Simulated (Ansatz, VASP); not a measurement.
**CuRe3 in VASP and in Ansatz**

```
CELL_PARAMETERS angstrom
3.84054 0.00000 0.00000
0.00000 3.84054 0.00000
0.00000 0.00000 3.84054
ATOMIC_POSITIONS crystal
Cu 0.00000 0.00000 0.00000
Re 0.00000 0.50000 0.50000
Re 0.50000 0.00000 0.50000
Re 0.50000 0.50000 0.00000
```

Change from the starting cell: species swapped into the TaCo3 type (Pm-3m, No. 221).

Alike in both runs: functional PBE; k mesh 4 × 4 × 4; occupations gaussian, width 0.1 eV; no spin polarisation.

Ansatz relaxed the structure, and its values are those at the end. VASP's run is a single point on that final structure, the one shown.

|  | VASP | Ansatz |
| --- | --- | --- |
| version | VASP 6.6.1 | Ansatz 0.2.0 |
| potentials or method | VASP PAW PBE potentials, release 64 (Cu, Re) | scalar-relativistic, plane waves, PAW |
| plane-wave cutoff (eV) | 520 | 420 |
| valence electrons in the cell | 32 | 64 |

VASP gave:

- gap on the k mesh at the Fermi level (eV): none
- pressure (GPa): -0.3

Question: Which values does Ansatz return?

Answer: gap on the k mesh at the Fermi level (eV): none; pressure (GPa): 0.0.

A gap of «none» marks a metal or a gap that the smearing closes. The two sets of potentials don't hold the same shells in valence.

Caveats: the k mesh is coarse (spacing up to 0.41 Å⁻¹), so the values aren't converged. Spin-orbit coupling is left out, which matters for the levels of Re.
